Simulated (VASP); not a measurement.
**Cd$_{4}$S$_{3}$Te (ordered alloy cell): computed properties**

Computed with PBEsol GGA, VASP's PBE PAW potentials (set 64) (plane waves; VASP).

```yaml
space_group: P-43m (215)
cell: a = 5.988 Å, b = 5.988 Å, c = 5.988 Å, α = 90.00°, β = 90.00°, γ = 90.00°
volume_per_atom: 26.84 Å^3/atom
band gap (over mesh and band path): 0.63 eV
smallest direct gap (over mesh and band path): 0.63 eV
band_edge_character: direct, Γ to Γ
density: 5.21 g/cm³
```

```yaml
crystal:
  lattice:
    - [5.98827, 0.00000, 0.00000]
    - [0.00000, 5.98827, 0.00000]
    - [0.00000, 0.00000, 5.98827]
  atoms:
    - { symbol: Cd, position: [0.98562, 0.98562, 0.98562] }
    - { symbol: Cd, position: [0.51438, 0.51438, 0.98562] }
    - { symbol: Cd, position: [0.51438, 0.98562, 0.51438] }
    - { symbol: Cd, position: [0.98562, 0.51438, 0.51438] }
    - { symbol: Te, position: [0.25000, 0.25000, 0.25000] }
    - { symbol: S, position: [0.75000, 0.75000, 0.25000] }
    - { symbol: S, position: [0.75000, 0.25000, 0.75000] }
    - { symbol: S, position: [0.25000, 0.75000, 0.75000] }
```

Unless said otherwise, spin-orbit coupling is left out, though it shifts the bands of the heavy elements here.

The structure was generated: Cd4S3Te was put into an ordered model structure (P-43m), which need not be its known phase. It was relaxed first. Symmetry was kept, so distortions that lower it aren't found.
